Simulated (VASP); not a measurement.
Given:

```yaml
crystal:
  lattice:
    - [1.39625, -2.41837, 0.00000]
    - [1.39625, 2.41837, 0.00000]
    - [0.00000, 0.00000, 4.40371]
  atoms:
    - { symbol: Os, position: [0.33333, 0.66667, 0.25000] }
    - { symbol: Os, position: [0.66667, 0.33333, 0.75000] }
```

Computed with vdW-DF-cx, VASP's PBE PAW potentials (set 64) (plane waves; VASP). Numerical set-up: 520 eV cut-off, 15×15×9 Γ-centred mesh, first-order Methfessel-Paxton smearing of 0.10 eV, potentials Os.

Task: Give the stress tensor in GPa (positive for a compressed cell).

Result: 
```
-21.98    0.00    0.00
  0.00  -21.98    0.00
  0.00    0.00  -21.87
```
The pressure is its mean diagonal, -21.94 GPa.

The compound is Os in the hcp structure. This cell is one point of a volume scan, at 1.06 of the reference volume.
